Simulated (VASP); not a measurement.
Level of theory: PBEsol GGA, VASP's PBE PAW potentials (set 64) (plane waves; VASP).

VASP input:

KPOINTS:
```
Automatic mesh
0
Gamma
7 7 7
0 0 0
```

File POSCAR:
```
BaIrO3
1
    4.0188820000     0.0000000000     0.0000000000
    0.0000000000     4.0188820000     0.0000000000
    0.0000000000     0.0000000000     4.0188820000
Ir Ba O
1 1 3
Direct
  0.0000000000   0.0000000000   0.0000000000
  0.5000000000   0.5000000000   0.5000000000
  0.5000000000   0.0000000000   0.0000000000
  0.0000000000   0.5000000000   0.0000000000
  0.0000000000   0.0000000000   0.5000000000
```

**INCAR**
```
SYSTEM = BaIrO3
PREC = Accurate
ENCUT = 400
EDIFF = 1E-6
NELM = 100
ALGO = Normal
LREAL = .FALSE.
LASPH = .TRUE.
ISMEAR = 0
SIGMA = 0.272
GGA = PS
LMAXMIX = 6
LWAVE = .FALSE.
LCHARG = .FALSE.
ISIF = 2
```

POTCAR, in this order: Ir Ba_sv O (PBE.64 set). Program: vasp_std.

Output of the run:

File OUTCAR:
```
 ion  position               nearest neighbor table
   1  0.000  0.000  0.000-   3 2.01   4 2.01   5 2.01   5 2.01   4 2.01   3 2.01   2 3.48   2 3.48
                             2 3.48   2 3.48   2 3.48   2 3.48   2 3.48   2 3.48
   2  0.500  0.500  0.500-   3 2.84   4 2.84   5 2.84   3 2.84   4 2.84   3 2.84   5 2.84   3 2.84
                             4 2.84   5 2.84   4 2.84   5 2.84   1 3.48   1 3.48   1 3.48   1 3.48
   3  0.500  0.000  0.000-   1 2.01   1 2.01   2 2.84   2 2.84   2 2.84   2 2.84
   4  0.000  0.500  0.000-   1 2.01   1 2.01   2 2.84   2 2.84   2 2.84   2 2.84
   5  0.000  0.000  0.500-   1 2.01   1 2.01   2 2.84   2 2.84   2 2.84   2 2.84
  LATTYP: Found a simple cubic cell.
 ALAT       =     4.0188820000
 Subroutine PRICEL returns:
 Original cell was already a primitive cell.
 Subroutine GETGRP returns: Found 48 space group operations
The static configuration has the point symmetry O_h .
The dynamic configuration has the point symmetry O_h .
 Subroutine INISYM returns: Found 48 space group operations
 Subroutine IBZKPT returns following result:
 Found     20 irreducible k-points:

 Following reciprocal coordinates:
            Coordinates               Weight
  0.000000  0.000000  0.000000      1.000000
  0.142857  0.000000  0.000000      6.000000
  0.285714  0.000000  0.000000      6.000000
  0.428571  0.000000  0.000000      6.000000
  0.142857  0.142857  0.000000     12.000000
  0.285714  0.142857  0.000000     24.000000
  0.428571  0.142857  0.000000     24.000000
  0.285714  0.285714  0.000000     12.000000
  0.428571  0.285714  0.000000     24.000000
  0.428571  0.428571  0.000000     12.000000
  0.142857  0.142857  0.142857      8.000000
  0.285714  0.142857  0.142857     24.000000
  0.428571  0.142857  0.142857     24.000000
  0.285714  0.285714  0.142857     24.000000
  0.428571  0.285714  0.142857     48.000000
  0.428571  0.428571  0.142857     24.000000
  0.285714  0.285714  0.285714      8.000000
  0.428571  0.285714  0.285714     24.000000
  0.428571  0.428571  0.285714     24.000000
  0.428571  0.428571  0.428571      8.000000
   k-points           NKPTS =     20   k-points in BZ     NKDIM =     20   number of bands    NBANDS=     22
   number of dos      NEDOS =    301   number of ions     NIONS =      5
   total plane-waves  NPLWV =  21952
   dimension x,y,z NGX =    28 NGY =   28 NGZ =   28
   dimension x,y,z NGXF=    56 NGYF=   56 NGZF=   56
   ions per type =               1   1   3
   PREC   = accura    normal or accurate (medium, high low for compatibility)
   ISTART =      0    job   : 0-new  1-cont  2-samecut
   ICHARG =      2    charge: 1-file 2-atom 10-const
   ISPIN  =      1    spin polarized calculation?
   LNONCOLLINEAR =      F non collinear calculations
   LSORBIT =      F    spin-orbit coupling
   INIWAV =      1    electr: 0-lowe 1-rand  2-diag
   ENCUT  =  400.0 eV  29.40 Ry    5.42 a.u.   6.55  6.55  6.55*2*pi/ulx,y,z
   NELM   =    100;   NELMIN=  2; NELMDL= -5     # of ELM steps
   EDIFF  = 0.1E-05   stopping-criterion for ELM
   LREAL  =      F    real-space projection
   NLSPLINE    = F    spline interpolate recip. space projectors
   LMAXMIX     =    6 max onsite mixed and CHGCAR
   VOSKOWN=      0    Vosko Wilk Nusair interpolation
   EDIFFG = 0.1E-04   stopping-criterion for IOM
   NSW    =      0    number of steps for IOM
   NBLOCK =      1;   KBLOCK =      1    inner block; outer block
   IBRION =     -1    ionic relax: 0-MD 1-quasi-New 2-CG
   NFREE  =      0    steps in history (QN), initial steepest desc. (CG)
   ISIF   =      2    stress and relaxation
   ISYM   =      2    0-nonsym 1-usesym 2-fastsym
   TEIN   =    0.0    initial temperature
   TEBEG  =    0.0;   TEEND  =   0.0 temperature during run
   SMASS  =  -3.00    Nose mass-parameter (am)
   PSTRESS=    0.0 pullay stress
   NELECT =      37.0000    total number of electrons
   EFERMI =   0.00;   METHOD = LEGACY
   ISMEAR =     0;   SIGMA  =   0.27  broadening in eV -4-tet -1-fermi 0-gaus
...
```

File OSZICAR:
```
       N       E                     dE             d eps       ncg     rms          rms(c)
DAV:   1     0.288509432951E+03    0.28851E+03   -0.16391E+04   896   0.130E+03
DAV:   2    -0.153026613165E+02   -0.30381E+03   -0.29726E+03  1074   0.368E+02
DAV:   3    -0.414115179205E+02   -0.26109E+02   -0.25599E+02  1246   0.105E+02
DAV:   4    -0.422697579830E+02   -0.85824E+00   -0.85610E+00  1196   0.180E+01
DAV:   5    -0.422986231026E+02   -0.28865E-01   -0.28860E-01  1230   0.309E+00    0.368E+01
DAV:   6    -0.359467356352E+02    0.63519E+01   -0.43143E+01  1284   0.547E+01    0.207E+01
DAV:   7    -0.355023103616E+02    0.44443E+00   -0.55994E+00  1268   0.245E+01    0.115E+01
DAV:   8    -0.353925904563E+02    0.10972E+00   -0.69677E-01  1360   0.960E+00    0.250E+00
DAV:   9    -0.353775163942E+02    0.15074E-01   -0.37201E-02  1138   0.228E+00    0.724E-01
DAV:  10    -0.353721771814E+02    0.53392E-02   -0.15402E-02  1268   0.139E+00    0.130E-01
DAV:  11    -0.353720994285E+02    0.77753E-04   -0.20310E-03  1174   0.299E-01    0.622E-02
DAV:  12    -0.353721065181E+02   -0.70897E-05   -0.18588E-04  1072   0.928E-02    0.242E-02
DAV:  13    -0.353721061664E+02    0.35169E-06   -0.81362E-06  1104   0.223E-02
   1 F= -.35372106E+02 E0= -.35293686E+02  d E =-.156841E+00
```

### OUTCAR
```
------------------------ aborting loop because EDIFF is reached ----------------------------------------
  FORCE on cell =-STRESS in cart. coord.  units (eV):
  Direction    XX          YY          ZZ          XY          YZ          ZX
  --------------------------------------------------------------------------------------
  Total       -1.4565587     -1.4565587     -1.4565587     -0.0000000     -0.0000000      0.0000000
  in kB      -35.9519805    -35.9519805    -35.9519805     -0.0000000     -0.0000000      0.0000000
  external PRESSURE =     -35.9519805 kB  Pullay stress =       0.0000000 kB
  volume of cell :       64.91
      direct lattice vectors                 reciprocal lattice vectors
     4.018882000  0.000000000  0.000000000     0.248825420  0.000000000  0.000000000
     0.000000000  4.018882000  0.000000000     0.000000000  0.248825420  0.000000000
     0.000000000  0.000000000  4.018882000     0.000000000  0.000000000  0.248825420
 POSITION                                       TOTAL-FORCE (eV/Angst)
 -----------------------------------------------------------------------------------
      0.00000      0.00000      0.00000         0.000000      0.000000      0.000000
      2.00944      2.00944      2.00944         0.000000      0.000000      0.000000
      2.00944      0.00000      0.00000         0.000000      0.000000      0.000000
      0.00000      2.00944      0.00000         0.000000      0.000000      0.000000
      0.00000      0.00000      2.00944         0.000000      0.000000      0.000000
 -----------------------------------------------------------------------------------
    total drift:                                0.000000      0.000000     -0.000000
  FREE ENERGIE OF THE ION-ELECTRON SYSTEM (eV)
  ---------------------------------------------------
  free  energy   TOTEN  =       -35.3721061664 eV

  energy  without entropy=      -35.2152648416  energy(sigma->0) =      -35.29368550
```
(Selected blocks of OUTCAR.)

At this cut-off the stress carries a Pulay error, which pulls relaxed volumes low.

The structure comes from a measured BaIrO3 entry of the Crystallography Open Database, whose conditions weren't checked. The cell was not relaxed at this level, and its volume differs by -5.9 % from the start's. The electron count is odd and the run is not spin-polarised, which forces a metal.
